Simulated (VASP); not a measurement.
An input for Quantum ESPRESSO's pw.x (written as the equivalent of a VASP run, and not itself run):

```
&CONTROL
  calculation = 'vc-relax'
  pseudo_dir = './pseudo'
  outdir = './out'
  tprnfor = .true.
  tstress = .true.
  nstep = 60
  forc_conv_thr = 0.00039
/
&SYSTEM
  ibrav = 0
  nat = 2
  ntyp = 2
  ecutwfc = 84
  occupations = 'smearing'
  smearing = 'gaussian'
  degauss = 0.003675
  input_dft = 'vdw-df2'
/
&ELECTRONS
  conv_thr = 7.3e-08
  electron_maxstep = 100
/
&IONS
/
&CELL
/
ATOMIC_SPECIES
  B 10.810 B.upf
  N 14.007 N.upf
CELL_PARAMETERS angstrom
     0.0000000    1.8289031    1.8289031
     1.8289031    0.0000000    1.8289031
     1.8289031    1.8289031    0.0000000
ATOMIC_POSITIONS crystal
  B    0.0000000  0.0000000  0.0000000
  N    0.2500000  0.2500000  0.2500000
K_POINTS automatic
  11 11 11 0 0 0
```

### Question
Write the VASP files for the same calculation (vdW-DF2).

### Answer
Several could match; the one computed here: 
**POSCAR**
```
BN
1.0
  0.0000000000   1.8289030945   1.8289030945
  1.8289030945   0.0000000000   1.8289030945
  1.8289030945   1.8289030945   0.0000000000
B N
1 1
Direct
  0.0000000000   0.0000000000   0.0000000000
  0.2500000000   0.2500000000   0.2500000000
```

**KPOINTS**
```
Automatic
0
G
 11 11 11
0 0 0
```

INCAR:
```
AGGAC  =  0.0
ALGO  =  Normal
EDIFF  =  1E-6
EDIFFG  =  -0.01
ENCUT  =  520
GGA  =  ML
IBRION  =  2
ISIF  =  3
ISMEAR  =  0
LASPH  =  T
LCHARG  =  F
LREAL  =  F
LUSE_VDW  =  T
LWAVE  =  F
NELM  =  100
NSW  =  60
PREC  =  Accurate
SIGMA  =  0.05
SYSTEM  =  BN
ZAB_VDW  =  -1.8867
```

POTCAR, in this order: B N (PBE.64 set). Program: vasp_std.

Limits of the translation: the potentials are each code's own (VASP's PAW set, PseudoDojo norm-conserving files in pw.x), so ENCUT and ecutwfc are chosen apart and not converted; conv_thr bounds pw.x's estimated SCF error, while EDIFF bounds the energy change between steps; forc_conv_thr acts on force components and is met together with etot_conv_thr.

The compound is BN in the zinc blende structure. It was relaxed first. The start is the result of an earlier pass.
